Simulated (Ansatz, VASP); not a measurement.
# Al (Al(111), 5 layers) in two plane-wave programs, part 2 of 2

One calculation is typed for both programs; each brings its own data sets. How far apart do they land? Of the first pair: The structure shown is the start of the Ansatz relaxation below; VASP solves that cell, so the two are compared at the walk's first step.

VASP 6.6.1 and Ansatz 0.2.0.

So far: The structure; Ansatz: relaxation, PBE; VASP: single point, PBE, start cell, pair 1.

## Step 3: VASP: single point, PBE, start cell, pair 1 (continued)

Level of this step: PBE; plane waves and PAW (Al) (VASP).

Numbers of over 12 decimals in the logs are rounded to 6 here.

Parts of OUTCAR (step 3):

```text
ion  position               nearest neighbor table
   1  0.667  0.667  0.316-   2 2.86   2 2.86   2 2.86
   2  1.000  0.000  0.408-   3 2.86   3 2.86   3 2.86   1 2.86   1 2.86   1 2.86
   3  0.333  0.333  0.500-   2 2.86   4 2.86   4 2.86   2 2.86   4 2.86   2 2.86
   4  0.667  0.667  0.592-   3 2.86   3 2.86   3 2.86   5 2.86   5 2.86   5 2.86
   5  1.000  0.000  0.684-   4 2.86   4 2.86   4 2.86

  LATTYP: Found a hexagonal cell.
 ALAT       =     2.8637824638
 C/A-ratio  =     8.8530028663

 Subroutine GETGRP returns: Found 12 space group operations
 (whereof  6 operations were pure point group operations)

The static configuration has the point symmetry C_3v.
 The point group associated with its full space group is D_3d.

 Found     19 irreducible k-points:

   k-points           NKPTS =     19   k-points in BZ     NKDIM =     19   number of bands    NBANDS=     13

   dimension x,y,z NGX =    20 NGY =   20 NGZ =  168
   dimension x,y,z NGXF=    40 NGYF=   40 NGZF=  336

   ENCUT  =  400.0 eV  29.40 Ry    5.42 a.u.   4.67  4.67 41.34*2*pi/ulx,y,z

   NELECT =      15.0000    total number of electrons

 k-points in reciprocal lattice and weights: Automatic mesh
   0.00000000  0.00000000  0.00000000       0.007
   0.08333333 -0.00000000  0.00000000       0.042
   0.16666667  0.00000000  0.00000000       0.042
   0.25000000  0.00000000  0.00000000       0.042
   0.33333333  0.00000000  0.00000000       0.042
   0.41666667 -0.00000000  0.00000000       0.042
   0.50000000  0.00000000  0.00000000       0.021
   0.16666667  0.08333333  0.00000000       0.042
   0.25000000  0.08333333  0.00000000       0.083
[...]
-0.41666667  0.25000000  0.00000000       0.083
  -0.33333333  0.33333333  0.00000000       0.014

 dipolmoment           0.000000      0.000000      0.000003 electrons x Angstroem

 average (electrostatic) potential at core
       1 -79.2349       2 -79.1257       3 -79.1202       4 -79.1257       5 -79.2348

 E-fermi :   1.4890

 k-point     1 :       0.0000    0.0000    0.0000
  band No.  band energies     occupation
    ...
      3      -7.5594      2.00000
      4      -6.0345      2.00000
      5      -4.1285      2.00000
      6      -2.0814      2.00000
      7       0.3363      1.99998
      8       2.7078      0.00001
      9       4.5363      0.00000
     10       5.5179      0.00000
     11       5.7629      0.00000
     12       7.2251      0.00000
    ...

 k-point     2 :       0.0833   -0.0000    0.0000
  band No.  band energies     occupation
    ...
      3      -7.3942      2.00000
      4      -5.8704      2.00000
      5      -3.9646      2.00000
      6      -1.9249      2.00000
      7       0.4923      1.99991
      8       2.8612      0.00000
      9       4.6940      0.00000
     10       5.6802      0.00000
     11       5.9260      0.00000
     12       7.3755      0.00000
    ...

 k-point     3 :       0.1667    0.0000    0.0000
  band No.  band energies     occupation
    ...
      3      -6.8998      2.00000
      4      -5.3796      2.00000
      5      -3.4749      2.00000
      6      -1.4562      2.00000
      7       0.9556      1.99040
      8       3.3067      0.00000
      9       5.1354      0.00000
     10       6.1211      0.00000
     11       6.3697      0.00000
     12       6.7956      0.00000
    ...

  Total       -1.6309329     -1.6309329      0.1430013      0.0000000      0.0000000      0.0000000
  in kB      -14.5112681    -14.5112681      1.2723575      0.0000000      0.0000000      0.0000000
  external PRESSURE =      -9.2500596 kB  Pullay stress =       0.0000000 kB

  energy-cutoff  :      400.00
  volume of cell :      180.07
      direct lattice vectors                 reciprocal lattice vectors
     2.863782464  0.000000000  0.000000000     0.349188534 -0.201604094  0.000000000
     1.431891232  2.480108365  0.000000000     0.000000000  0.403208188  0.000000000
     0.000000000  0.000000000 25.353074361     0.000000000  0.000000000  0.039442948

 POSITION                                       TOTAL-FORCE (eV/Angst)
 -----------------------------------------------------------------------------------
      2.86378      1.65341      8.00000        -0.000000     -0.000000     -0.055629
      2.86378      0.00000     10.33827         0.000000     -0.000000      0.078051
      1.43189      0.82670     12.67654        -0.000000     -0.000000     -0.000000
      2.86378      1.65341     15.01481        -0.000000      0.000000     -0.078051
      2.86378      0.00000     17.35307         0.000000      0.000000      0.055629
 -----------------------------------------------------------------------------------
    total drift:                               -0.000014      0.000063      0.000087

  FREE ENERGIE OF THE ION-ELECTRON SYSTEM (eV)
  ---------------------------------------------------
  free  energy   TOTEN  =       -18.0409775035 eV

  energy  without entropy=      -17.9712859942  energy(sigma->0) =      -18.00613175

 vacuum level on the upper side and lower side of the slab         5.612         5.612

 total charge
# of ion       s       p       d       tot
------------------------------------------
    1        0.451   0.306   0.000   0.757
    2        0.431   0.337   0.000   0.768
    3        0.433   0.335   0.000   0.768
    4        0.431   0.337   0.000   0.768
    5        0.451   0.306   0.000   0.757
--------------------------------------------------
tot          2.197   1.621   0.000   3.818

[... 3 further parts left out ...]
```

## Step 4: Comparison

Known differences besides the potentials themselves: the cutoff is 420 eV in Ansatz and 400 eV in VASP. Total energies have different zeros and are not compared.

Forces (eV/Å; atoms numbered as in POSCAR):

| atom | Ansatz x, y, z | VASP x, y, z |
| --- | --- | --- |
| Al1 | 0.000, 0.000, -0.057 | 0.000, 0.000, -0.056 |
| Al2 | 0.000, 0.000, 0.077 | 0.000, 0.000, 0.078 |
| Al3 | 0.000, 0.000, 0.000 | 0.000, 0.000, 0.000 |
| Al4 | 0.000, 0.000, -0.077 | 0.000, 0.000, -0.078 |
| Al5 | 0.000, 0.000, 0.057 | 0.000, 0.000, 0.056 |

The forces differ by 0.5 meV/Å r.m.s., which is 1.5 % of the r.m.s. force of 0.035 eV/Å (both taken over all components). Where the cell holds vacuum, a pressure given here is an average over it and none of the material.

## Step 5: Ansatz: relaxation, PBE

This run makes the geometry at which the two programs are then compared.

The structure compared here is the end of the Ansatz relaxation.

This is the run of step 2 again, met here at its other cell.

## Step 6: VASP: single point, PBE, relaxed atoms in a fixed cell, pair 2

The same cell, functional, mesh and smearing now go to VASP, with its own data sets.

INCAR reads:

```
SYSTEM = Al
PREC = Accurate
ENCUT = 400
EDIFF = 1E-06
NELM = 120
ISMEAR = -1
SIGMA = 0.1
LREAL = .FALSE.
ALGO = Normal
GGA = PE
NBANDS = 13
LORBIT = 11
LWAVE = .FALSE.
LCHARG = .FALSE.
ISIF = 2
LDIPOL = .TRUE.
IDIPOL = 3
DIPOL = 0.5 0.5 0.5
LVHAR = .TRUE.
LASPH = .TRUE.
GGA_COMPAT = .FALSE.
NELMDL = -8
KPAR = 2
```

POSCAR reads:

```
Al
1.0
    2.8637824638      0.0000000000      0.0000000000
    1.4318912319      2.4801083646      0.0000000000
    0.0000000000      0.0000000000     25.3530743609
Al
5
Direct
    0.6666666666      0.6666666666      0.3150059207
    1.0000000000      1.0000000000      0.4081021964
    0.3333333333      0.3333333333      0.5000000578
    0.6666666666      0.6666666666      0.5918979192
    1.0000000000      1.0000000000      0.6849941949
```

KPOINTS reads:

```
Automatic mesh
0
Gamma
12 12 1
0 0 0
```

The projector-augmented-wave data sets are Al (PBE family, release 64).

Command:

```bash
$ mpirun -np 2 vasp_std
```

Log:

```text
[... set-up lines as in an earlier step ...]
 entering main loop
       N       E                     dE             d eps       ncg     rms          rms(c)
DAV:   1     0.304205535559E+02    0.30421E+02   -0.39927E+03   494   0.645E+02
DAV:   2    -0.166633366693E+02   -0.47084E+02   -0.41656E+02   689   0.113E+02
DAV:   3    -0.186190621316E+02   -0.19557E+01   -0.19135E+01   660   0.239E+01
DAV:   4    -0.186856021361E+02   -0.66540E-01   -0.66477E-01   735   0.542E+00
[...]
DAV:  21    -0.180423650280E+02   -0.62489E-04   -0.73096E-06   517   0.659E-03    0.682E-04
DAV:  22    -0.180423770307E+02   -0.12003E-04   -0.98977E-07   456   0.270E-03    0.408E-04
DAV:  23    -0.180423777213E+02   -0.69054E-06   -0.31270E-08   430   0.797E-04
   1 F= -.18042378E+02 E0= -.18008002E+02  d E =-.687508E-01
```

OUTCAR, selected parts (step 6):

```text
  Total       -1.6943741     -1.6943741     -0.0223826      0.0000000      0.0000000      0.0000000
  in kB      -15.0757376    -15.0757376     -0.1991495      0.0000000      0.0000000      0.0000000
  external PRESSURE =     -10.1168749 kB  Pullay stress =       0.0000000 kB

 POSITION                                       TOTAL-FORCE (eV/Angst)
 -----------------------------------------------------------------------------------
      2.86378      1.65341      7.98637        -0.000000      0.000000      0.000490
      0.00000      0.00000     10.34665         0.000000      0.000000      0.001177
      1.43189      0.82670     12.67654         0.000000      0.000000      0.000000
      2.86378      1.65341     15.00643        -0.000000     -0.000000     -0.001177
      0.00000      0.00000     17.36671         0.000000     -0.000000     -0.000490
 -----------------------------------------------------------------------------------
    total drift:                               -0.000000     -0.000000      0.000002

  FREE ENERGIE OF THE ION-ELECTRON SYSTEM (eV)
  ---------------------------------------------------
  free  energy   TOTEN  =       -18.0423777213 eV

  energy  without entropy=      -17.9736269506  energy(sigma->0) =      -18.00800234

[... 2 parts as in an earlier step ...]

[... 1 further part left out ...]
[key lines of the parts left out:]
E-fermi :   1.4952
```

## Step 7: Side by side

The two programs side by side:

| quantity | Ansatz | VASP | difference |
| --- | --- | --- | --- |
| work function, lower of the two faces (eV) | 4.11 | 4.12 | 0.00 |
| work function, higher of the two faces (eV) | 4.11 | 4.12 | 0.00 |

Where the cell holds vacuum, a pressure given here is an average over it and none of the material.

## Step 8: Outcome

```
r.m.s. force difference (single point, PBE, start cell, pair 1)                                                : 0.51 meV/Å
difference in work function, lower of the two faces (single point, PBE, relaxed atoms in a fixed cell, pair 2) : -0.0012 eV
```

In words: The r.m.s. force difference is 0.51 meV/Å (single point, PBE, start cell, pair 1), within the 12 meV/Å picked in this series as the mark of a large difference. How closely two codes agree says nothing of how well the functional describes the real material.

[Lines on the potential files, build, host, timing and source positions are cut from VASP's logs without a mark.]

[Logs are printed without paths, hosts, clocks, repeated set-up lines and the standing remarks that a program may print on its own settings, such as how far it seeks lower states.]

[Hosts, paths, dates, database ids (printed as entryN), source tags and the programs' standing remarks are cut or masked in the printed files.]
